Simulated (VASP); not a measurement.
Molecule: F3ZrI, in a box.

```
CELL_PARAMETERS angstrom
12.00000 0.00000 0.00000
0.00000 13.00000 0.00000
0.00000 0.00000 12.00000
ATOMIC_POSITIONS crystal
F 0.40928 0.43056 0.62470
F 0.61726 0.38447 0.48485
F 0.38491 0.36332 0.38097
Zr 0.47237 0.44029 0.48126
I 0.48030 0.63991 0.41584
```

Base run:

```yaml
Program: VASP 6.6.1
Functional: SCAN
Dispersion: D4
Potentials_or_basis: VASP PAW PBE potentials, release 64 (F_s, Zr_sv, I)
Cutoff: 400 eV
k_mesh: 1 × 1 × 1
Occupations: gaussian, width 0.01 eV
Spin: no spin polarisation
```

Its results: gap between the frontier levels 4.80 eV; largest force 0.465 eV/Å.

Q: The run is repeated on the same cell with these changes: functional from SCAN to r2SCAN0; further incar settings from ALGO = Normal; EDIFF = 1e-06; NBANDS = 28 to ALGO = Normal; EDIFF = 1e-06. What comes out?

A: Gap between the frontier levels 6.68 eV; largest force 0.281 eV/Å.

Caveats: the PAW data sets were made with another functional, which shifts forces and pressure a little; spin-orbit coupling is left out, which moves the levels of the heavy elements.

